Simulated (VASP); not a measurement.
Consider the following.

```xyz
2
Lattice="2.9100 0.0000 0.0000 0.0000 2.9100 0.0000 0.0000 0.0000 2.9100" Properties=species:S:1:pos:R:3 pbc="T T T"
Al     1.4550     1.4550     1.4550
Fe     0.0000     0.0000     0.0000
```

Level of theory: optB86b-vdW, VASP's PBE PAW potentials (set 64) (plane waves; VASP). Settings: 520 eV cut-off, 11×11×11 Γ-centred mesh, first-order Methfessel-Paxton smearing of 0.10 eV, potentials Al Fe.

Energy and stress use the plane-wave basis of the starting cell.

Q: The ions, cell shape and volume are relaxed. Give the cell that the relaxation ends in.

A: 
```xyz
2
Lattice="2.8545 0.0000 0.0000 0.0000 2.8545 0.0000 0.0000 0.0000 2.8545" Properties=species:S:1:pos:R:3 pbc="T T T"
Al     1.4273     1.4273     1.4273
Fe     0.0000     0.0000     0.0000
```
Space group Pm-3m (221), at a tolerance of 0.03 Å.

Q: How do energy and volume change from the first to the last step?

A: The energy (σ→0) changes by -21.7 meV/atom and the volume by -5.6 %, in 3 ionic steps.

| step | E(σ→0) (eV) | max force (eV/Å) | pressure (GPa) | volume (Å³) |
|---|---|---|---|---|
| 1 | -9.0971 | 0.000 | -9.43 | 24.64 |
| 2 | -9.1068 | 0.000 | 10.22 | 22.14 |
| 3 | -9.1405 | 0.000 | -0.03 | 23.26 |

The compound is FeAl in the CsCl type structure. This run relaxes it. Symmetry was kept, so distortions that lower it aren't found. The run is not spin-polarised, so no magnetic state was tried. The electron count is odd and the run is not spin-polarised, which forces a metal.
